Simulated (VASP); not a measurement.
Input:

```yaml
crystal:
  lattice:
    - [3.91859, 0.00192, -0.00409]
    - [1.95937, 3.39234, -0.00724]
    - [0.00607, 0.01319, 9.18286]
  atoms:
    - { symbol: In, position: [0.33340, 0.33473, 0.80116] }
    - { symbol: In, position: [0.66660, 0.66527, 0.19884] }
    - { symbol: Se, position: [0.00000, 0.00000, 0.00000] }
    - { symbol: Se, position: [0.33347, 0.33223, 0.34405] }
    - { symbol: Se, position: [0.66653, 0.66777, 0.65595] }
```

The numbers are results of LDA (Ceperley-Alder, Perdew-Zunger), VASP's LDA PAW potentials (set 64) (plane waves; VASP), not measurements. Numerical set-up: 400 eV cut-off, Gaussian smearing of 0.050 eV, potentials In_d Se.

Unless said otherwise, spin-orbit coupling is left out, though it shifts the bands of the heavy elements here.

Q: Predict the band gap (along the path) with the smallest direct gap where there is one.

A: 
```json
{
 "band gap (along the path)": "none (metal, semimetal or under 0.01 eV)"
}
```

The absolute energy has meaning only against runs of the same code, potentials and settings.

The structure comes from a computed database's In2Se3 entry; how it stands against other phases isn't given here. It was relaxed first, which changed the volume by -10 %.
